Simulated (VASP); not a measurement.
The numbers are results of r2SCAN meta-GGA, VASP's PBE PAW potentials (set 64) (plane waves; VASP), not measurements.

Input for VASP

**INCAR**
```
ALGO = Normal
EDIFF = 1E-6
EDIFFG = -0.02
ENCUT = 520
IBRION = 2
ISIF = 3
ISMEAR = 0
LASPH = .TRUE.
LCHARG = .FALSE.
LMAXMIX = 4
LMIXTAU = .TRUE.
LREAL = .FALSE.
LWAVE = .FALSE.
METAGGA = R2SCAN
NELM = 100
NSW = 60
PREC = Accurate
SIGMA = 0.05
SYSTEM = Mg3CdO4
```

**KPOINTS**
```
kpoints
0
G
 5 5 5
```

### POSCAR
```
Mg3CdO4
1
    4.3954907542    -0.0000000000    -0.0000000000
    0.0000000000     4.3954907542     0.0000000000
    0.0000000000     0.0000000000     4.3954907542
Mg Cd O
3 1 4
Direct
  0.0000000000   0.5000000000   0.5000000000
  0.5000000000   0.0000000000   0.5000000000
  0.5000000000   0.5000000000   0.0000000000
  0.0000000000   0.0000000000   0.0000000000
  0.5000000000   0.0000000000   0.0000000000
  0.0000000000   0.5000000000   0.0000000000
  0.0000000000   0.0000000000   0.5000000000
  0.5000000000   0.5000000000   0.5000000000
```

POTCAR, in this order: Mg Cd O (PBE.64 set). Program: vasp_std.

The resulting files:

OSZICAR:
```
       N       E                     dE             d eps       ncg     rms          rms(c)
DAV:   1     0.266008753957E+03    0.26601E+03   -0.22953E+04   528   0.157E+03
DAV:   2    -0.740063263394E+02   -0.34002E+03   -0.33317E+03   620   0.370E+02
DAV:   3    -0.941292320010E+02   -0.20123E+02   -0.20075E+02   590   0.987E+01
DAV:   4    -0.942957316748E+02   -0.16650E+00   -0.16636E+00   704   0.969E+00
DAV:   5    -0.942968641651E+02   -0.11325E-02   -0.11322E-02   600   0.727E-01    0.194E+01
DAV:   6    -0.771015789811E+02    0.17195E+02   -0.24038E+01   718   0.609E+01    0.170E+01
DAV:   7    -0.746576185558E+02    0.24440E+01   -0.29480E+00   550   0.147E+01    0.833E+00
DAV:   8    -0.800374276347E+02   -0.53798E+01   -0.13306E+00   532   0.981E+00    0.226E+00
DAV:   9    -0.745277058838E+02    0.55097E+01   -0.13409E+00   522   0.852E+00    0.185E+00
DAV:  10    -0.758071030327E+02   -0.12794E+01   -0.67463E-01   528   0.641E+00    0.292E-01
DAV:  11    -0.758082174582E+02   -0.11144E-02   -0.71087E-03   660   0.655E-01    0.347E-01
DAV:  12    -0.758172903809E+02   -0.90729E-02   -0.12872E-03   558   0.497E-01    0.213E-01
DAV:  13    -0.758179508535E+02   -0.66047E-03   -0.47530E-03   666   0.107E+00    0.546E-01
DAV:  14    -0.758229117850E+02   -0.49609E-02   -0.31577E-03   536   0.430E-01    0.455E-01
DAV:  15    -0.758243708758E+02   -0.14591E-02   -0.11009E-03   540   0.312E-01    0.393E-01
DAV:  16    -0.758242051072E+02    0.16577E-03   -0.14977E-04   640   0.103E-01    0.340E-01
DAV:  17    -0.758243830754E+02   -0.17797E-03   -0.68133E-05   552   0.674E-02    0.303E-01
DAV:  18    -0.758243219155E+02    0.61160E-04   -0.49563E-05   648   0.752E-02    0.233E-01
DAV:  19    -0.758242939575E+02    0.27958E-04   -0.26592E-05   652   0.594E-02    0.171E-01
DAV:  20    -0.758242901240E+02    0.38335E-05   -0.70631E-06   596   0.233E-02    0.150E-01
DAV:  21    -0.758242764826E+02    0.13641E-04   -0.12015E-05   674   0.374E-02    0.102E-01
DAV:  22    -0.758242651035E+02    0.11379E-04   -0.20800E-05   672   0.453E-02    0.462E-02
DAV:  23    -0.758242618939E+02    0.32096E-05   -0.82771E-06   570   0.254E-02    0.166E-02
DAV:  24    -0.758242620372E+02   -0.14338E-06   -0.85731E-07   284   0.815E-03
   1 F= -.75824262E+02 E0= -.75824262E+02  d E =-.758243E+02
```

### OUTCAR
```
------------------------ aborting loop because EDIFF is reached ----------------------------------------
  FORCE on cell =-STRESS in cart. coord.  units (eV):
  Direction    XX          YY          ZZ          XY          YZ          ZX
  --------------------------------------------------------------------------------------
  Total       -0.1383028     -0.1383028     -0.1383028     -0.0000000      0.0000000     -0.0000000
  in kB       -2.6092721     -2.6092721     -2.6092721     -0.0000000      0.0000000     -0.0000000
  external PRESSURE =      -2.6092721 kB  Pullay stress =       0.0000000 kB
  volume of cell :       84.92
      direct lattice vectors                 reciprocal lattice vectors
     4.395490754  0.000000000  0.000000000     0.227505882  0.000000000  0.000000000
     0.000000000  4.395490754  0.000000000     0.000000000  0.227505882  0.000000000
     0.000000000  0.000000000  4.395490754     0.000000000  0.000000000  0.227505882
 POSITION                                       TOTAL-FORCE (eV/Angst)
 -----------------------------------------------------------------------------------
      0.00000      2.19775      2.19775         0.000000      0.000000      0.000000
      2.19775      0.00000      2.19775         0.000000      0.000000      0.000000
      2.19775      2.19775      0.00000         0.000000      0.000000      0.000000
      0.00000      0.00000      0.00000         0.000000      0.000000      0.000000
      2.19775      0.00000      0.00000         0.000000      0.000000      0.000000
      0.00000      2.19775      0.00000         0.000000      0.000000      0.000000
      0.00000      0.00000      2.19775         0.000000      0.000000      0.000000
      2.19775      2.19775      2.19775         0.000000      0.000000      0.000000
 -----------------------------------------------------------------------------------
    total drift:                                0.000000      0.000000     -0.000000
  FREE ENERGIE OF THE ION-ELECTRON SYSTEM (eV)
  ---------------------------------------------------
  free  energy   TOTEN  =       -75.8242620372 eV

  energy  without entropy=      -75.8242620372  energy(sigma->0) =      -75.82426204

 reached required accuracy - stopping structural energy minimisation
```
(Selected blocks of OUTCAR.)

The structure comes from a computed database's Mg3CdO4 entry (Pm-3m); how it stands against other phases isn't given here. It was relaxed first. The start is the result of an earlier pass.
